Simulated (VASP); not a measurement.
LiSi16 (a cell with a defect): single point with PBE

The system is LiSi16 (a cell with a defect).

```
CELL_PARAMETERS angstrom
0.00000 5.43000 5.43000
5.43000 0.00000 5.43000
5.43000 5.43000 0.00000
ATOMIC_POSITIONS crystal
Si 0.05231 0.93964 0.99658
Si 0.17034 0.12003 0.06036
Si 0.04134 0.00551 0.44652
Si 0.13154 0.09767 0.60876
Si 0.00671 0.48496 0.04001
Si 0.17372 0.57941 0.14897
Si 0.98099 0.47779 0.55875
Si 0.10686 0.65804 0.63741
Si 0.53776 0.96767 0.94850
Si 0.68265 0.04308 0.10842
Si 0.52622 0.00536 0.46711
Si 0.65677 0.14023 0.58110
Si 0.56064 0.40751 0.96652
Si 0.63617 0.57335 0.07492
Si 0.48100 0.54813 0.45894
Si 0.62424 0.66216 0.60898
Li 0.35999 0.37561 0.82238
```

The cell was built by a generator and needn't be a form met in nature.

```
Program                : VASP 6.6.1
Task                   : single point
Functional             : PBE
Potentials or basis    : VASP PAW PBE potentials, release 64 (Si, Li_sv)
Cutoff                 : 520 eV
k mesh                 : 2 × 2 × 2
Occupations            : fermi-dirac, width 0.002 eV
Spin                   : no spin polarisation
Dipole correction      : no
Charge                 : 1
Further INCAR settings : LREAL = Auto; ALGO = Fast; EDIFF = 1e-06; NBANDS = 48; NELECT = 66.0
```

```
Largest force          : 3.630 eV/Å
Band gap on the k mesh : 0.14 eV, direct
```

Forces on the atoms (eV/Å):
```
Si  -0.521 -1.321  0.751
Si   1.020  0.578 -1.027
Si  -0.258 -2.182 -0.431
Si   1.648  2.053  1.632
Si  -0.245 -1.867 -0.391
Si  -0.105  1.189 -1.148
Si  -1.212  0.083  1.461
Si  -1.056  0.664 -1.637
Si  -0.788  1.177 -0.223
Si  -0.547 -0.210 -0.468
Si   2.152 -1.407  0.566
Si   0.004 -0.796  0.673
Si   1.165 -1.149  0.098
Si   2.505  1.522  1.688
Si  -1.206  0.457  0.700
Si  -2.417  0.740 -2.605
Li  -0.139  0.471  0.361
```

Levels at points of the mesh, in eV from the valence-band top:
```tsv
k point	band 31	band 32	band 33	band 34	band 35	band 36
(0.00, 0.00, 0.00)	-0.61	-0.31	0.00	0.14	0.22	0.30
(0.50, 0.00, 0.00)	-1.00	-0.78	-0.61	0.59	0.69	0.80
(0.00, 0.50, 0.00)	-0.94	-0.70	-0.51	0.66	0.75	0.93
(0.00, 0.00, 0.50)	-1.07	-0.83	-0.47	0.50	0.63	0.81
(0.50, 0.50, 0.50)	-0.92	-0.60	-0.55	0.40	0.76	0.93
(0.50, 0.50, 0.00)	-1.39	-1.09	-1.03	0.77	0.91	1.45
(0.00, 0.50, 0.50)	-1.42	-1.16	-1.05	0.35	0.94	1.35
(0.50, 0.00, 0.50)	-1.40	-1.14	-1.04	0.66	0.93	1.47
```

It took 2.6 min on 1 thread of Intel(R) Xeon(R) 6975P-C (Granite Rapids) (shared host), peak memory 0.48 GiB.

Caveat: the k mesh is coarse (spacing up to 0.50 Å⁻¹), so the values aren't converged; the cell carries a net charge on a neutralising background, which shifts energy and pressure; the cell is charged against a uniform background, so pressure and absolute levels hang on convention. A hybrid or GW would open this gap; PBE tends to underestimate it.
